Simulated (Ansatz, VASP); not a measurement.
**Two plane-wave programs on Si3Bi2Te2**

The input INCAR:

```
SYSTEM = Si3Bi2Te2
PREC     = Accurate       ! precision mode
ENCUT    = 520            ! plane-wave cutoff, eV
EDIFF    = 1E-7           ! SCF threshold, eV
ISMEAR   = 0              ! smearing method
SIGMA    = 0.2            ! smearing width, eV
LREAL    = .False.        ! projectors in reciprocal space
LASPH    = .True.         ! aspherical terms in the spheres
NELM     = 80             ! most SCF steps
ALGO     = Normal         ! electronic algorithm
ISIF     = 2              ! what is computed and relaxed
LWAVE    = .False.        ! write WAVECAR
LCHARG   = .True.         ! write CHGCAR
GGA      = PE             ! functional
LELF     = .True.         ! ELF
LVHAR    = .True.       
NBANDS   = 36             ! bands
```

KPOINTS

```
Automatic mesh
0
Gamma
  4 4 4
  0 0 0
```

File POSCAR:

```
Si3Bi2Te2
1.0
    5.7001415250      0.0000000000      0.0000000000
    0.0000000000      5.7001415250      0.0000000000
   -2.8500707625     -2.8500707625      6.2990325673
Si Bi Te
3 2 2
Direct
    0.5000000000      0.5000000000      0.0000000000
    0.3036159003      0.3036159003      0.6072318005
    0.6963840997      0.6963840997      0.3927681995
    0.0000000000      0.5000000000      0.0000000000
    0.5000000000      0.0000000000      0.0000000000
    0.2500000000      0.7500000000      0.5000000000
    0.7500000000      0.2500000000      0.5000000000
```

Input for Ansatz:

```yaml
crystal:
  lattice:
    - [5.700141525, 0.0, 0.0]
    - [0.0, 5.700141525, 0.0]
    - [-2.8500707625, -2.8500707625, 6.2990325673]
  atoms:
    - { symbol: Si, position: [0.5, 0.5, 0.0] }
    - { symbol: Si, position: [0.3036159003, 0.3036159003, 0.6072318005] }
    - { symbol: Si, position: [0.6963840997, 0.6963840997, 0.3927681995] }
    - { symbol: Bi, position: [0.0, 0.5, 0.0] }
    - { symbol: Bi, position: [0.5, 0.0, 0.0] }
    - { symbol: Te, position: [0.25, 0.75, 0.5] }
    - { symbol: Te, position: [0.75, 0.25, 0.5] }
basis:
  ecutwfc: 420
kpoints:
  mp_grid: { grid: [4, 4, 4] }
hamiltonian:
  xc: pbe
scf:
  occupations: { method: gaussian, width: 0.2 }
  lower_state_search: "off"
output:
  forces: true
  stress: true
  eigenvalues: true
```

Alike in both runs: task single point; functional PBE; k mesh 4 × 4 × 4; occupations gaussian, width 0.2 eV; no spin polarisation.

|  | VASP | Ansatz |
| --- | --- | --- |
| version | VASP 6.6.1 | Ansatz 0.2.0 |
| potentials or method | VASP PAW PBE potentials, release 64 (Si, Bi_d, Te) | scalar-relativistic, plane waves, PAW |
| plane-wave cutoff (eV) | 520 | 420 |
| valence electrons in the cell | 54 | 74 |

```csv
,VASP,Ansatz,Ansatz less VASP
gap on the k mesh at the Fermi level (eV),none,none,-
pressure (GPa),0.1,0.1,+0.03
largest component of the traceless stress (GPa),0.69,0.67,-0.021
rms of the force components (eV/Å),0.013,0.011,-0.0013
```

Atom by atom the forces differ by 0.001 eV/Å (rms over components). A gap of «none» marks a metal or a gap that the smearing closes. With one functional, cell and mesh, what is left measures potentials, basis and numerics. The two sets of potentials don't hold the same shells in valence.

Caveats: spin-orbit coupling is left out, which moves the levels of the heavy elements.
